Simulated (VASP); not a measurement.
Input:

```xyz
5
Lattice="4.1213 0.0000 0.0000 0.0000 4.1213 0.0000 0.0000 0.0000 4.1213" Properties=species:S:1:pos:R:3 pbc="T T T"
K      0.0000     0.0000     0.0000
Zn     2.0606     2.0606     2.0606
F      2.0606     0.0000     2.0606
F      0.0000     2.0606     2.0606
F      2.0606     2.0606     0.0000
```

All values below come from PW91 GGA, VASP's PBE PAW potentials (set 64) (plane waves; VASP). Run with 520 eV cut-off, 5×5×5 Γ-centred mesh, Gaussian smearing of 0.050 eV, potentials K_sv Zn F.

Problem. Estimate the energy per atom (σ→0).

Solution. 
- energy per atom (σ→0): -4.112 eV/atom

The compound is KZnF3 in the cubic perovskite structure. It was relaxed first, which changed the volume by +5 %. The start is the result of an earlier pass.
